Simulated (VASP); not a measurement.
OSZICAR of a VASP run on CuAu (space group P4/mmm):

OSZICAR:
```
       N       E                     dE             d eps       ncg     rms          rms(c)
DAV:   1     0.971736923582E+02    0.97174E+02   -0.82637E+03  5314   0.136E+03
DAV:   2    -0.537781339061E+01   -0.10255E+03   -0.97737E+02  5180   0.264E+02
DAV:   3    -0.800542711029E+01   -0.26276E+01   -0.25940E+01  6356   0.505E+01
DAV:   4    -0.803332585373E+01   -0.27899E-01   -0.27895E-01  5689   0.448E+00
DAV:   5    -0.803421323927E+01   -0.88739E-03   -0.88738E-03  7587   0.880E-01    0.119E+01
DAV:   6    -0.749397502191E+01    0.54024E+00   -0.80824E+00  5102   0.791E+01    0.557E+00
DAV:   7    -0.712684807470E+01    0.36713E+00   -0.31275E+00  6227   0.843E+01    0.606E+00
DAV:   8    -0.706208056320E+01    0.64768E-01   -0.25774E-01  6495   0.134E+01    0.287E+00
DAV:   9    -0.705465819627E+01    0.74224E-02   -0.21854E-02  7797   0.347E+00    0.138E-01
DAV:  10    -0.705431304078E+01    0.34516E-03   -0.29039E-03  6370   0.680E-01    0.795E-02
DAV:  11    -0.705431404250E+01   -0.10017E-05   -0.75080E-05  7040   0.113E-01    0.398E-02
DAV:  12    -0.705430885085E+01    0.51916E-05   -0.63497E-06  6490   0.859E-02    0.262E-03
DAV:  13    -0.705430862818E+01    0.22267E-06   -0.40702E-07  3354   0.185E-02
   1 F= -.70543086E+01 E0= -.70436151E+01  d E =-.213870E-01
```

Which electronic solver shows in the log?

It is blocked Davidson (ALGO = Normal, or the opening steps of other solvers). The INCAR had ALGO = Normal.

Can the final energy be trusted as converged?

The run converged. It stopped with EDIFF = 1E-6, NELM = 100 (PBE GGA, plane waves, VASP's PBE PAW potentials (set 64)).

The structure is a typed CuAu crystal. The cell was not relaxed at this level.
